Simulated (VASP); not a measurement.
A convergence study with VASP on MgF$_{2}$ (rutile): one setting is varied, all else stays as given below, so the limit is that of these other settings.

```
CELL_PARAMETERS angstrom
      4.62000     0.00000     0.00000
      0.00000     4.62000     0.00000
      0.00000     0.00000     3.05000
ATOMIC_POSITIONS crystal
  Mg 0.00000 0.00000 0.00000
  Mg 0.50000 0.50000 0.50000
  F  0.30300 0.30300 0.00000
  F  0.80300 0.19700 0.50000
  F  0.19700 0.80300 0.50000
  F  0.69700 0.69700 0.00000
```

Method: PBE GGA, VASP's PBE PAW potentials (set 64) (plane waves; VASP). The tightest run used: 700 eV cut-off, 12×12×16 Γ-centred mesh, tetrahedra with Blöchl corrections, potentials Mg F.

Gaps are read on the run's mesh, which can miss a band edge.

```
setting     E (eV/atom)  pressure (GPa)  largest force (eV/Å)  gap on the mesh (eV)  irreducible k-points
----------  -----------  --------------  --------------------  --------------------  --------------------
2×2×3 mesh      -5.2535            3.77                 0.023                 7.117                     6
3×3×4 mesh      -5.2548            3.75                 0.025                 7.119                     9
4×4×5 mesh      -5.2549            3.74                 0.025                 7.119                    18
```

Task: These are the cheaper rows. Estimate the results at 12×12×16 mesh, and how far the last row shown lies from them.

Result: 
```tsv
quantity	tightest run	last row shown is off by
E (eV/atom)	-5.2549	0.0000
pressure (GPa)	3.75	0.00
largest force (eV/Å)	0.025	0.000
gap on the mesh (eV)	7.119	0.000
```

Left out are rungs that failed or repeat a setting and relaxations that didn't move; long series are thinned to 24 rows.

The compound is MgF2 in the rutile structure. The cell was not relaxed at this level.
